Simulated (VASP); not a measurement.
Data:

```
RuSi
1.0
    4.61211     0.00000     0.00000
    0.00000     4.61211     0.00000
    0.00000     0.00000     4.61211
Si Ru
4 4
Direct
  0.16200   0.33800   0.66200
  0.66200   0.16200   0.33800
  0.83800   0.83800   0.83800
  0.33800   0.66200   0.16200
  0.87200   0.62800   0.37200
  0.37200   0.87200   0.62800
  0.12800   0.12800   0.12800
  0.62800   0.37200   0.87200
```

Level of theory: PBE GGA, VASP's PBE PAW potentials (set 64) (plane waves; VASP). Numerical set-up: 300 eV cut-off, 4×4×4 Γ-centred mesh, Gaussian smearing of 0.050 eV, potentials Si Ru_pv.

At this cut-off the stress carries a Pulay error, which pulls relaxed volumes low.

### Question
Which forces act on the atoms, in eV/Å?

### Answer

```tsv
atom	Fx	Fy	Fz
Si1	-0.116	0.116	-0.116
Si2	-0.116	-0.116	0.116
Si3	0.116	0.116	0.116
Si4	0.116	-0.116	-0.116
Ru5	-0.423	0.423	-0.423
Ru6	-0.423	-0.423	0.423
Ru7	0.423	0.423	0.423
Ru8	0.423	-0.423	-0.423
```

### Question
Give the stress tensor in GPa (positive for a compressed cell).

### Answer

```
22.97   0.00   0.00
 0.00  22.97   0.00
 0.00   0.00  22.97
```
The pressure is its mean diagonal, 22.97 GPa.

The structure is a typed RuSi crystal. The cell was not relaxed at this level.
